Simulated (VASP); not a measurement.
These are revTPSS meta-GGA, VASP's PBE PAW potentials (set 64) (plane waves; VASP) values and carry that method's errors.

Input for VASP

**KPOINTS**
```
Automatic mesh
0
Gamma
13 13 13
0 0 0
```

### INCAR
```
SYSTEM = HfN
PREC = Accurate; ENCUT = 520; LREAL = F
LASPH = T
EDIFF = 1E-6; NELM = 100; ALGO = Normal
LMAXMIX = 6; LMIXTAU = T
ISMEAR = 1; SIGMA = 0.1
METAGGA = RTPSS
IBRION = 2; NSW = 60; ISIF = 3
EDIFFG = -0.01
LWAVE = F; LCHARG = F
```

### POSCAR
```
HfN
1.0
  0.0000000000   2.2600000000   2.2600000000
  2.2600000000   0.0000000000   2.2600000000
  2.2600000000   2.2600000000   0.0000000000
Hf N
1 1
Direct
  0.0000000000   0.0000000000   0.0000000000
  0.5000000000   0.5000000000   0.5000000000
```

POTCAR, in this order: Hf_pv N (PBE.64 set). Program: vasp_std.

The run wrote:

**OSZICAR**
```
       N       E                     dE             d eps       ncg     rms          rms(c)
DAV:   1     0.116137807492E+03    0.11614E+03   -0.95543E+03  1848   0.156E+03
DAV:   2     0.326243774580E+02   -0.83513E+02   -0.78142E+02  2551   0.365E+02
DAV:   3     0.285192577972E+02   -0.41051E+01   -0.40367E+01  2618   0.652E+01
DAV:   4     0.284210336794E+02   -0.98224E-01   -0.97688E-01  2777   0.952E+00
DAV:   5     0.284193521773E+02   -0.16815E-02   -0.16818E-02  2567   0.946E-01    0.583E+01
DAV:   6     0.140566166131E+02   -0.14363E+02   -0.19469E+01  1914   0.519E+01    0.361E+01
DAV:   7     0.170032037060E+02    0.29466E+01   -0.52612E+00  2130   0.254E+01    0.182E+01
DAV:   8     0.147045091440E+02   -0.22987E+01   -0.78302E+00  1983   0.266E+01    0.547E+00
DAV:   9     0.134109504725E+02   -0.12936E+01   -0.58254E-01  1875   0.958E+00    0.428E+00
DAV:  10     0.140088342246E+02    0.59788E+00   -0.21334E+00  2106   0.123E+01    0.873E+00
DAV:  11     0.141149081418E+02    0.10607E+00   -0.71568E-02  2066   0.319E+00    0.983E+00
DAV:  12     0.134431117697E+02   -0.67180E+00   -0.68918E-01  2114   0.889E+00    0.179E+00
DAV:  13     0.134338003854E+02   -0.93114E-02   -0.12260E-02  2078   0.118E+00    0.113E+00
DAV:  14     0.134345073593E+02    0.70697E-03   -0.63931E-03  2110   0.675E-01    0.852E-01
DAV:  15     0.134339450029E+02   -0.56236E-03   -0.19839E-04  2140   0.188E-01    0.667E-01
DAV:  16     0.134336736074E+02   -0.27140E-03   -0.11483E-04  1935   0.128E-01    0.284E-01
DAV:  17     0.134336645104E+02   -0.90970E-05   -0.63107E-05  2330   0.726E-02    0.183E-01
DAV:  18     0.134336921243E+02    0.27614E-04   -0.99104E-05  2272   0.727E-02    0.364E-02
DAV:  19     0.134336922719E+02    0.14755E-06   -0.33360E-06  1969   0.216E-02
   1 F= 0.13433692E+02 E0= 0.13433776E+02  d E =0.134337E+02
       N       E                     dE             d eps       ncg     rms          rms(c)
DAV:   1     0.134272956319E+02   -0.63965E-02   -0.47476E-01  1848   0.715E+00    0.234E+00
DAV:   2     0.134331272876E+02    0.58317E-02   -0.13509E-02  1980   0.124E+00    0.127E+00
DAV:   3     0.134368042824E+02    0.36770E-02   -0.15781E-02  2046   0.115E+00    0.455E-01
DAV:   4     0.134368755964E+02    0.71314E-04   -0.31731E-03  2012   0.529E-01    0.426E-01
DAV:   5     0.134418704395E+02    0.49948E-02   -0.13844E-02  1969   0.103E+00    0.464E-01
DAV:   6     0.134364322074E+02   -0.54382E-02   -0.91046E-03  1928   0.830E-01    0.460E-02
DAV:   7     0.134363817686E+02   -0.50439E-04   -0.14515E-04  2149   0.131E-01    0.127E-02
DAV:   8     0.134363825015E+02    0.73292E-06   -0.12607E-05  2134   0.269E-02    0.939E-03
DAV:   9     0.134363790358E+02   -0.34657E-05   -0.18356E-06  1758   0.145E-02    0.472E-03
DAV:  10     0.134363821567E+02    0.31209E-05   -0.13331E-06  1127   0.129E-02    0.155E-03
DAV:  11     0.134363815007E+02   -0.65600E-06   -0.10783E-07   990   0.384E-03
   2 F= 0.13436382E+02 E0= 0.13436483E+02  d E =0.268923E-02
       N       E                     dE             d eps       ncg     rms          rms(c)
DAV:   1     0.134287301284E+02   -0.76520E-02   -0.21807E-01  1848   0.484E+00    0.158E+00
DAV:   2     0.134313999087E+02    0.26698E-02   -0.61017E-03  1974   0.837E-01    0.873E-01
DAV:   3     0.134331321818E+02    0.17323E-02   -0.76639E-03  2037   0.788E-01    0.304E-01
DAV:   4     0.134332345555E+02    0.10237E-03   -0.20292E-03  2002   0.406E-01    0.302E-01
DAV:   5     0.134344638209E+02    0.12293E-02   -0.67617E-03  1983   0.676E-01    0.298E-01
DAV:   6     0.134329412471E+02   -0.15226E-02   -0.38811E-03  1936   0.505E-01    0.171E-02
DAV:   7     0.134329328495E+02   -0.83976E-05   -0.60710E-05  2133   0.841E-02    0.898E-03
DAV:   8     0.134329329122E+02    0.62640E-07   -0.55053E-06  2109   0.179E-02
   3 F= 0.13432933E+02 E0= 0.13433022E+02  d E =-.759360E-03
```

OUTCAR:
```
------------------------ aborting loop because EDIFF is reached ----------------------------------------
  FORCE on cell =-STRESS in cart. coord.  units (eV):
  Direction    XX          YY          ZZ          XY          YZ          ZX
  --------------------------------------------------------------------------------------
  Total       -0.0044293     -0.0044293     -0.0044293      0.0000000      0.0000000      0.0000000
  in kB       -0.3092703     -0.3092703     -0.3092703      0.0000000      0.0000000      0.0000000
  external PRESSURE =      -0.3092703 kB  Pullay stress =       0.0000000 kB
  volume of cell :       22.95
      direct lattice vectors                 reciprocal lattice vectors
     0.000000000  2.255405315  2.255405315    -0.221689643  0.221689643  0.221689643
     2.255405315  0.000000000  2.255405315     0.221689643 -0.221689643  0.221689643
     2.255405315  2.255405315  0.000000000     0.221689643  0.221689643 -0.221689643
 POSITION                                       TOTAL-FORCE (eV/Angst)
 -----------------------------------------------------------------------------------
      0.00000      0.00000      0.00000        -0.000000     -0.000000     -0.000000
      2.25541      2.25541      2.25541         0.000000      0.000000      0.000000
 -----------------------------------------------------------------------------------
    total drift:                                0.000000     -0.000000     -0.000000
  FREE ENERGIE OF THE ION-ELECTRON SYSTEM (eV)
  ---------------------------------------------------
  free  energy   TOTEN  =        13.4329329122 eV

  energy  without entropy=       13.4332010224  energy(sigma->0) =       13.43302228

 reached required accuracy - stopping structural energy minimisation
```
(Selected blocks of OUTCAR.)

CONTCAR:
```
HfN
   1.00000000000000
     0.0000000000000000    2.2554053147233382    2.2554053147233382
     2.2554053147233382    0.0000000000000000    2.2554053147233382
     2.2554053147233382    2.2554053147233382    0.0000000000000000
  Hf              N
     1     1
Direct
     0.0000000000000000    0.0000000000000000    0.0000000000000000
     0.5000000000000000    0.5000000000000000    0.5000000000000000
```

The compound is HfN in the rock salt structure. This run relaxes it. Symmetry was kept, so distortions that lower it aren't found. The electron count is odd and the run is not spin-polarised, which forces a metal.
